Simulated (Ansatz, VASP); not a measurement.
# Two plane-wave programs on Na2GeO2

Contents of INCAR:

```
SYSTEM = Na2GeO2
PREC = Accurate ; ENCUT = 600
EDIFF = 1E-7 ; ISMEAR = 0
SIGMA = 0.02 ; LREAL = .FALSE.
LASPH = .TRUE. ; NELM = 100
ALGO = Normal ; ISIF = 3
LWAVE = .FALSE. ; LCHARG = .FALSE.
GGA = PE ; IBRION = 2
NSW = 100 ; EDIFFG = -0.01
```

KPOINTS

```
Automatic mesh
0
G
  12 12 6
  0 0 0
```

Contents of POSCAR:

```
Na2GeO2
1.0
    3.6612373102      0.0000000000      0.0000000000
   -1.8306186551      3.1707245199      0.0000000000
    0.0000000000      0.0000000000      6.0546150194
Na Ge O
2 1 2
Direct
    0.6666666667      0.3333333333      0.6508974041
    0.3333333333      0.6666666667      0.3491025959
    0.0000000000      0.0000000000      0.0000000000
    0.6666666667      0.3333333333      0.2218988002
    0.3333333333      0.6666666667      0.7781011998
```

Input for Ansatz:

```yaml
crystal:
  lattice:
    - [3.6612373102, 0.0, 0.0]
    - [-1.8306186551, 3.1707245199, 0.0]
    - [0.0, 0.0, 6.0546150194]
  atoms:
    - { symbol: Na, position: [0.6666666667, 0.3333333333, 0.6508974041] }
    - { symbol: Na, position: [0.3333333333, 0.6666666667, 0.3491025959] }
    - { symbol: Ge, position: [0.0, 0.0, 0.0] }
    - { symbol: O, position: [0.6666666667, 0.3333333333, 0.2218988002] }
    - { symbol: O, position: [0.3333333333, 0.6666666667, 0.7781011998] }
basis:
  ecutwfc: 420
kpoints:
  mp_grid: { grid: [12, 12, 6] }
hamiltonian:
  xc: pbe
scf:
  occupations: { method: gaussian, width: 0.02 }
output:
  forces: true
  stress: true
  eigenvalues: true
  write_density: true
  write_potential: true
  elf: true
  volumetric_format: npy
relax:
  adjacent_minimum: "off"
  f_tol: 0.01
  max_steps: 80
  cell: { stress_tol: 0.05 }
```

Change from the starting cell: species swapped into the Ho2SeO2 type (P-3m1, No. 164).

Alike in both runs: task relaxation of cell and atoms; functional PBE; k mesh 12 × 12 × 6; occupations gaussian, width 0.02 eV; no spin polarisation.

|  | VASP | Ansatz |
| --- | --- | --- |
| version | VASP 6.6.1 | Ansatz 0.2.0 |
| potentials or method | VASP PAW PBE potentials, release 64 (Na_pv, Ge_d, O) | scalar-relativistic, plane waves, PAW |
| plane-wave cutoff (eV) | 600 | 420 |
| valence electrons in the cell | 40 | 44 |

```csv
,VASP,Ansatz,Ansatz less VASP
"gap on the k mesh at the Fermi level, each at its own relaxed structure (eV)",0.69,0.70,+0.013
relaxed volume (Å³/atom),14.08,14.09,+0.005
relaxed cell length with the largest relative difference (Å),6.030,6.046,+0.0157
```

The two sets of potentials don't hold the same shells in valence.

A k mesh can miss the band edges.
